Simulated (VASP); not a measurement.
## BaZrO3: single point with PBE

BaZrO3:

```
Ba Zr O
1.0
     4.22720    0.00000    0.00000
     0.00000    4.22720    0.00000
     0.00000    0.00000    4.22720
Ba Zr O
1 1 3
Direct
  0.50000 0.50000 0.50000
  0.00000 0.00000 0.00000
  0.50000 0.00000 0.00000
  0.00000 0.50000 0.00000
  0.00000 0.00000 0.50000
```

* Program: VASP 6.6.1
* Task: single point
* Functional: PBE
* Potentials or basis: VASP PAW PBE potentials, release 64 (Ba_sv, Zr_sv, O)
* Cutoff: 520 eV
* k mesh: 6 × 6 × 6
* Occupations: gaussian, width 0.05 eV
* Spin: no spin polarisation
* Dipole correction: no
* Further INCAR settings: ALGO = Fast; EDIFF = 1e-06; NBANDS = 28

| Quantity | Value |
| --- | --- |
| Pressure | 0.9 GPa |
| Band gap on the k mesh | 3.13 eV, indirect (least direct gap 3.38 eV) |

Levels at points of the mesh, in eV from the valence-band top:
```tsv
k point	band 16	band 17	band 18	band 19	band 20	band 21	band 22	band 23	band 24	band 25
(0.00, 0.00, 0.00)	-0.95	-0.95	-0.25	-0.25	-0.25	3.13	3.13	3.13	4.62	4.62
(0.50, 0.00, 0.00)	-1.69	-1.69	-1.61	-0.49	-0.49	3.55	5.54	5.54	6.34	6.56
(0.50, 0.50, 0.00)	-2.32	-0.93	-0.93	-0.85	-0.07	5.52	5.52	6.31	6.34	7.53
(0.50, 0.50, 0.50)	-2.52	-2.52	0.00	0.00	0.00	5.88	5.88	5.88	6.78	6.78
```

Wall time 33 s on 1 thread of Intel(R) Xeon(R) 6975P-C (Granite Rapids), with other jobs on the host, peak memory 0.2 GiB.

Caveat: spin-orbit coupling is left out, which moves the levels of the heavy elements. A k mesh can miss the band edges.
